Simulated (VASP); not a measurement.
All values below come from PW91 GGA, VASP's PBE PAW potentials (set 64) (plane waves; VASP 6.6.1).

VASP input:

### KPOINTS
```
K-points
0
Gamma
 10 10 10
```

**INCAR**
```
ALGO  =  Normal
EDIFF  =  1E-7
ENCUT  =  520
GGA  =  91
ISIF  =  2
ISMEAR  =  -5
ISPIN  =  2
LASPH  =  .TRUE.
LCHARG  =  .TRUE.
LEFG  =  .TRUE.
LMAXMIX  =  4
LORBIT  =  11
LREAL  =  .FALSE.
LWAVE  =  .FALSE.
MAGMOM  =  2.9 3*0.6
NEDOS  =  601
NELM  =  100
PREC  =  Accurate
SYSTEM  =  Ni3Fe
```

POSCAR:
```
Ni3Fe
1
    3.5428212721     0.0000000000    -0.0000000000
    0.0000000000     3.5428212721     0.0000000000
   -0.0000000000     0.0000000000     3.5428212721
Fe Ni
1 3
Direct
  0.0000000000   0.0000000000   0.0000000000
  0.0000000000   0.5000000000   0.5000000000
  0.5000000000   0.0000000000   0.5000000000
  0.5000000000   0.5000000000   0.0000000000
```

POTCAR, in this order: Fe Ni (PBE.64 set). Program: vasp_std.

Output

File OSZICAR:
```
       N       E                     dE             d eps       ncg     rms          rms(c)
DAV:   1     0.244480612656E+03    0.24448E+03   -0.17497E+04  5720   0.213E+03
DAV:   2    -0.141809480372E+02   -0.25866E+03   -0.25059E+03  5675   0.376E+02
DAV:   3    -0.287152259853E+02   -0.14534E+02   -0.13777E+02  5797   0.122E+02
DAV:   4    -0.289393929162E+02   -0.22417E+00   -0.22283E+00  6028   0.157E+01
DAV:   5    -0.289454000929E+02   -0.60072E-02   -0.60076E-02  7904   0.207E+00    0.203E+01
DAV:   6    -0.266293880837E+02    0.23160E+01   -0.42540E+01  5924   0.102E+02    0.231E+01
DAV:   7    -0.298329269734E+02   -0.32035E+01   -0.26952E+01  6834   0.132E+02    0.277E+01
DAV:   8    -0.246913529331E+02    0.51416E+01   -0.18224E+01  6944   0.579E+01    0.651E+00
DAV:   9    -0.248840074641E+02   -0.19265E+00   -0.79296E-01  6259   0.116E+01    0.357E+00
DAV:  10    -0.248555373693E+02    0.28470E-01   -0.15966E-01  7878   0.935E+00    0.156E+00
DAV:  11    -0.248521269620E+02    0.34104E-02   -0.48840E-02  8784   0.313E+00    0.120E+00
DAV:  12    -0.248541045371E+02   -0.19776E-02   -0.69574E-03  6293   0.211E+00    0.371E-01
DAV:  13    -0.248539506631E+02    0.15387E-03   -0.26552E-03  8279   0.878E-01    0.739E-02
DAV:  14    -0.248538941466E+02    0.56517E-04   -0.33033E-04  7491   0.206E-01    0.138E-01
DAV:  15    -0.248539060686E+02   -0.11922E-04   -0.11665E-04  6765   0.300E-01    0.274E-02
DAV:  16    -0.248539094079E+02   -0.33394E-05   -0.15377E-05  7019   0.491E-02    0.342E-02
DAV:  17    -0.248539228625E+02   -0.13455E-04   -0.58802E-06  7111   0.677E-02    0.488E-03
DAV:  18    -0.248539236715E+02   -0.80903E-06   -0.15065E-06  6234   0.132E-02    0.216E-03
DAV:  19    -0.248539242442E+02   -0.57265E-06   -0.79098E-08  3334   0.415E-03    0.446E-04
DAV:  20    -0.248539242840E+02   -0.39844E-07   -0.31082E-08  3024   0.234E-03
   1 F= -.24853924E+02 E0= -.24853924E+02  d E =0.000000E+00  mag=     4.6130
```

**OUTCAR**
```
------------------------ aborting loop because EDIFF is reached ----------------------------------------
  FORCE on cell =-STRESS in cart. coord.  units (eV):
  Direction    XX          YY          ZZ          XY          YZ          ZX
  --------------------------------------------------------------------------------------
  Total       -0.0308051     -0.0308051     -0.0308051     -0.0000000     -0.0000000     -0.0000000
  in kB       -1.1099026     -1.1099026     -1.1099026     -0.0000000     -0.0000000     -0.0000000
  external PRESSURE =      -1.1099026 kB  Pullay stress =       0.0000000 kB
  volume of cell :       44.47
      direct lattice vectors                 reciprocal lattice vectors
     3.542821272  0.000000000  0.000000000     0.282260922  0.000000000  0.000000000
     0.000000000  3.542821272  0.000000000     0.000000000  0.282260922  0.000000000
     0.000000000  0.000000000  3.542821272     0.000000000  0.000000000  0.282260922
 POSITION                                       TOTAL-FORCE (eV/Angst)
 -----------------------------------------------------------------------------------
      0.00000      0.00000      0.00000         0.000000      0.000000      0.000000
      0.00000      1.77141      1.77141         0.000000      0.000000      0.000000
      1.77141      0.00000      1.77141         0.000000      0.000000      0.000000
      1.77141      1.77141      0.00000         0.000000      0.000000      0.000000
 -----------------------------------------------------------------------------------
    total drift:                                0.000000      0.000000      0.000000
  FREE ENERGIE OF THE ION-ELECTRON SYSTEM (eV)
  ---------------------------------------------------
  free  energy   TOTEN  =       -24.8539242840 eV

  energy  without entropy=      -24.8539242840  energy(sigma->0) =      -24.85392428

 total charge

# of ion       s       p       d       tot
------------------------------------------
    1        0.473   0.496   6.136   7.105
    2        0.503   0.506   8.340   9.349
    3        0.503   0.506   8.340   9.349
    4        0.503   0.506   8.340   9.349
--------------------------------------------------
tot          1.983   2.013  31.156  35.153

 magnetization (x)

# of ion       s       p       d       tot
------------------------------------------
    1        0.010  -0.001   2.834   2.843
    2       -0.015  -0.040   0.651   0.596
    3       -0.015  -0.040   0.651   0.596
    4       -0.015  -0.040   0.651   0.596
--------------------------------------------------
tot         -0.035  -0.121   4.788   4.632

 Electric field gradients after diagonalization (V/A^2)
 (convention: |V_zz| > |V_xx| > |V_yy|)
----------------------------------------------------------------------
 ion       V_xx      V_yy      V_zz     asymmetry (V_yy - V_xx)/ V_zz
----------------------------------------------------------------------
   1      -0.000    -0.000     0.000       0.101
   2      -0.777    -0.777     1.555       0.000
   3      -0.777    -0.777     1.555       0.000
   4      -0.777    -0.777     1.555       0.000
```
(Selected blocks of OUTCAR.)

For a metal the tetrahedron method with Blöchl corrections gives inexact stress and forces.

The compound is Ni3Fe in the L1_2 structure. It was relaxed first.
